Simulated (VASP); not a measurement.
Level of theory: PBE GGA, VASP's PBE PAW potentials (set 64) (plane waves; VASP).

The input files of a VASP run:

INCAR:
```
SYSTEM = BN
PREC = Normal; ENCUT = 500; LREAL = .FALSE.
LASPH = .TRUE.
EDIFF = 1E-8; NELM = 100; ALGO = Normal
ISMEAR = 0; SIGMA = 0.01
GGA = PE
LWAVE = .TRUE.; LCHARG = .FALSE.
```

File POSCAR:
```
BN
1
    0.0000000000     1.8312860000     1.8312860000
    1.8312860000     0.0000000000     1.8312860000
    1.8312860000     1.8312860000     0.0000000000
B N
1 1
Direct
  0.0000000000   0.0000000000   0.0000000000
  0.2500000000   0.2500000000   0.2500000000
```

File KPOINTS:
```
Automatic mesh
0
gamma
  6 6 6
0 0 0
```

POTCAR, in this order: B_GW N_GW_new (PBE.64 set). Program: vasp_std.

What VASP printed:

OSZICAR:
```
       N       E                     dE             d eps       ncg     rms          rms(c)
DAV:   1     0.309241505196E+02    0.30924E+02   -0.53705E+03   256   0.109E+03
DAV:   2    -0.176299763085E+02   -0.48554E+02   -0.46501E+02   376   0.308E+02
DAV:   3    -0.183403026414E+02   -0.71033E+00   -0.71033E+00   336   0.334E+01
DAV:   4    -0.183439856088E+02   -0.36830E-02   -0.36830E-02   392   0.228E+00
DAV:   5    -0.183439910681E+02   -0.54593E-05   -0.54593E-05   304   0.659E-02    0.579E+00
DAV:   6    -0.175215442813E+02    0.82245E+00   -0.33775E+00   400   0.212E+01    0.232E+00
DAV:   7    -0.174535726024E+02    0.67972E-01   -0.69052E-02   368   0.343E+00    0.125E+00
DAV:   8    -0.174393290808E+02    0.14244E-01   -0.42381E-02   376   0.240E+00    0.145E-01
DAV:   9    -0.174396967438E+02   -0.36766E-03   -0.10248E-03   296   0.403E-01    0.296E-02
DAV:  10    -0.174396878193E+02    0.89244E-05   -0.63726E-05   384   0.106E-01    0.932E-03
DAV:  11    -0.174396925316E+02   -0.47123E-05   -0.77846E-06   256   0.325E-02    0.284E-03
DAV:  12    -0.174396924602E+02    0.71371E-07   -0.61093E-07   384   0.107E-02    0.586E-04
DAV:  13    -0.174396925063E+02   -0.46093E-07   -0.61328E-08   312   0.326E-03    0.229E-04
DAV:  14    -0.174396925042E+02    0.21342E-08   -0.38462E-09   128   0.924E-04
   1 F= -.17439693E+02 E0= -.17439693E+02  d E =-.733350E-22
```

**OUTCAR**
```
------------------------ aborting loop because EDIFF is reached ----------------------------------------
  FORCE on cell =-STRESS in cart. coord.  units (eV):
  Direction    XX          YY          ZZ          XY          YZ          ZX
  --------------------------------------------------------------------------------------
  Total       -0.8529160     -0.8529160     -0.8529160      0.0000000      0.0000000      0.0000000
  in kB     -111.2546871   -111.2546871   -111.2546871      0.0000000      0.0000000      0.0000000
  external PRESSURE =    -111.2546871 kB  Pullay stress =       0.0000000 kB
  volume of cell :       12.28
      direct lattice vectors                 reciprocal lattice vectors
     0.000000000  1.831286000  1.831286000    -0.273032175  0.273032175  0.273032175
     1.831286000  0.000000000  1.831286000     0.273032175 -0.273032175  0.273032175
     1.831286000  1.831286000  0.000000000     0.273032175  0.273032175 -0.273032175
  FREE ENERGIE OF THE ION-ELECTRON SYSTEM (eV)
  ---------------------------------------------------
  free  energy   TOTEN  =       -17.4396925042 eV

  energy  without entropy=      -17.4396925042  energy(sigma->0) =      -17.43969250
```
(Selected blocks of OUTCAR.)

The compound is BN in the zinc blende structure. This cell is one point of a volume scan, at 1.04 of the reference volume. The k-mesh is coarse (spacing up to 0.50 per Å, 2π included), so the numbers may not be converged in it.
